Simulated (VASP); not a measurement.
Input:

```
Mg2Si
1.0
    0.00000     3.16907     3.16907
    3.16907     0.00000     3.16907
    3.16907     3.16907     0.00000
Mg Si
2 1
Direct
  0.25000   0.25000   0.25000
  0.75000   0.75000   0.75000
  0.00000   0.00000   0.00000
```

Computed with rev-vdW-DF2, VASP's PBE PAW potentials (set 64) (plane waves; VASP 6.6.1). Numerical set-up: 520 eV cut-off, 7×7×7 Γ-centred mesh, tetrahedra with Blöchl corrections, potentials Mg Si.

### Question
Predict the energy per atom (σ→0).

### Answer

```json
{
  "energy per atom (σ→0)": "-1.817 eV/atom"
}
```

Only differences to runs with the same potentials and settings are physical.

The compound is Mg2Si in the antifluorite structure. It was relaxed first.
